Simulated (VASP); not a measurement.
An input for Ansatz (written as the equivalent of a VASP run, and not itself run):

Ansatz 0.2 input:
```yaml
crystal:
  lattice:
    - [1.3171693, -2.2814044, 0.0000000]
    - [1.3171693, 2.2814044, 0.0000000]
    - [0.0000000, 0.0000000, 4.1582060]
  atoms:
    - { symbol: Ru, position: [0.3333330, 0.6666670, 0.2500000] }
    - { symbol: Ru, position: [0.6666670, 0.3333330, 0.7500000] }
kpoints:
  mp_grid: { grid: [16, 16, 9] }
hamiltonian:
  xc: lda
  pseudopotentials: { kind: paw }
scf:
  occupations: { method: methfessel_paxton, width: 0.1 }
  max_iter: 100
relax:
  max_steps: 40
  f_tol: 0.02
  cell: { p_target: 20 }
output: { forces: true, stress: true, eigenvalues: true }
```

Task: Write the VASP files for the same calculation (LDA).

Result: One answer among several that fit: 
POSCAR:
```
Ru
1
    1.3171693295    -2.2814043672     0.0000000000
    1.3171693295     2.2814043672    -0.0000000000
    0.0000000000    -0.0000000000     4.1582059536
Ru
2
Direct
  0.3333330000   0.6666670000   0.2500000000
  0.6666670000   0.3333330000   0.7500000000
```

### INCAR
```
SYSTEM = Ru
PREC = Accurate
ENCUT = 500
EDIFF = 1E-6
NELM = 100
ALGO = Normal
LREAL = .FALSE.
LASPH = .TRUE.
ISMEAR = 1
SIGMA = 0.1
LMAXMIX = 4
LWAVE = .FALSE.
LCHARG = .FALSE.
IBRION = 2
ISIF = 3
NSW = 40
EDIFFG = -0.02
PSTRESS = 200
```

File KPOINTS:
```
Automatic
0
G
 16 16 9
```

POTCAR, in this order: Ru_pv (LDA.64 set). Program: vasp_std.

What does not carry over: each code has its own PAW files, so the cut-off isn't converted (ENCUT is set for VASP's; basis.ecutwfc is left out, and Ansatz then takes the one that its files recommend); Ansatz stops its SCF on the density residual and VASP on the energy change (EDIFF); Ansatz's lda is the Perdew-Wang form, while the LDA potentials of VASP carry Perdew-Zunger's.

The compound is Ru in the hcp structure. It was relaxed first under an external pressure of 20 GPa.
